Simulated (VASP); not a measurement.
Data:

```yaml
crystal:
  lattice:
    - [-1.52070, 1.52070, 1.52070]
    - [1.52070, -1.52070, 1.52070]
    - [1.52070, 1.52070, -1.52070]
  atoms:
    - { symbol: V, position: [0.00000, 0.00000, 0.00000] }
```

Level of theory: optB88-vdW, VASP's PBE PAW potentials (set 64) (plane waves; VASP). Settings: 520 eV cut-off, 17×17×17 Γ-centred mesh, first-order Methfessel-Paxton smearing of 0.10 eV, potentials V_sv.

Problem. The job: V (bcc), 1 atom, optB88-vdW, static run, 520 eV, 17×17×17 Γ-centred mesh. Roughly how much core time does it take on a busy server core?

Solution. About 20 core-seconds (one run on a shared machine, a rough figure). It had 165 irreducible k-points, 10 bands, up to 390 plane waves and 13 electronic steps.

The compound is V in the bcc structure. This cell is one point of a volume scan, at 1.06 of the reference volume.
